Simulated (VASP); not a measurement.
Consider the following.

```
CaCu2S2
1.0
    3.89073     0.00000     0.00000
   -1.94537     3.36947     0.00000
    0.00000     0.00000     6.51345
Cu Ca S
2 1 2
Direct
  0.33333   0.66667   0.37437
  0.66667   0.33333   0.62563
  0.00000   0.00000   0.00000
  0.33333   0.66667   0.74087
  0.66667   0.33333   0.25913
```

Method: r2SCAN meta-GGA, VASP's PBE PAW potentials (set 64) (plane waves; VASP). Settings: 400 eV cut-off, 7×7×4 Γ-centred mesh, tetrahedra with Blöchl corrections, potentials Cu Ca_sv S.

The cores are frozen, which limits the accuracy of field gradients.

### Question
Give the principal components of the electric field gradient (V/Å²) and the asymmetry η at each nucleus.

### Answer

```tsv
atom	Vxx	Vyy	Vzz	η
Cu1	-5.1	-5.1	10.2	0.00
Cu2	-5.1	-5.1	10.2	0.00
Ca3	1.4	1.4	-2.8	0.00
S4	0.5	0.5	-1.0	0.00
S5	0.5	0.5	-1.0	0.00
```

The structure comes from a measured CaCu2S2 entry (P-3m1) of the Crystallography Open Database, whose conditions weren't checked. It was relaxed first.
